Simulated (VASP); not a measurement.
Wanted: the native input for a VASP 6.6.1 run.

* Task: single point
* Functional: LDA
* Potentials or basis: VASP PAW LDA potentials, release 64 (Hf_pv, F)
* Cutoff: 520 eV
* k mesh: 9 × 9 × 1
* Occupations: gaussian, width 0.1 eV
* Spin: no spin polarisation
* Dipole correction: yes
* Further INCAR settings: ALGO = Fast; EDIFF = 1e-06; NBANDS = 26

The structure of Hf3F lies in POSCAR:

```
Hf3F
1.0
    3.0829071749      0.0000000000      0.0000000000
    0.0000000000      3.0829071749      0.0000000000
    0.0000000000      0.0000000000     21.0927836031
Hf F
3 1
Direct
    0.5000000000      0.5000000000      0.1896383178
    0.0000000000      0.0000000000      0.2867330108
    0.5000000000      0.5000000000      0.3836754672
    0.7500000000      0.7500000000      0.4756500513
```

The cell isn't the ideal one: F at 2/8 of the diagonal of the surface cell, 1.94 Å above the top plane.

One way to write it, as run:

INCAR

```
SYSTEM = Hf3F
PREC = Accurate ; ENCUT = 520
EDIFF = 1E-6 ; ISMEAR = 0
SIGMA = 0.1 ; LREAL = .FALSE.
LASPH = .TRUE. ; NELM = 100
ALGO = Fast ; ISIF = 2
LWAVE = .FALSE. ; LCHARG = .FALSE.
LDIPOL = .TRUE. ; IDIPOL = 3
DIPOL = 0.5 0.5 0.334 ; GGA = CA
NBANDS = 26
```

KPOINTS

```
regular mesh
0
G
  9 9 1
  0 0 0
```

Potentials or basis: VASP PAW LDA potentials, release 64 (Hf_pv, F).

Launch:

```sh
$ cat potpaw_LDA.64/Hf_pv/POTCAR potpaw_LDA.64/F/POTCAR > POTCAR
$ mpirun -np 1 vasp_std > vasp.out
```

Results of the run:

- Largest force: 4.548 eV/Å
- Band gap on the k mesh: none (metal or under the smearing width)

Caveat: an odd number of electrons without spin polarisation forces a metal; a magnetic or distorted state may lie lower.

Wall time 2.7 min on 1 thread of Intel(R) Xeon(R) Platinum 8488C (Sapphire Rapids), with other jobs on the host, peak memory 0.29 GiB.
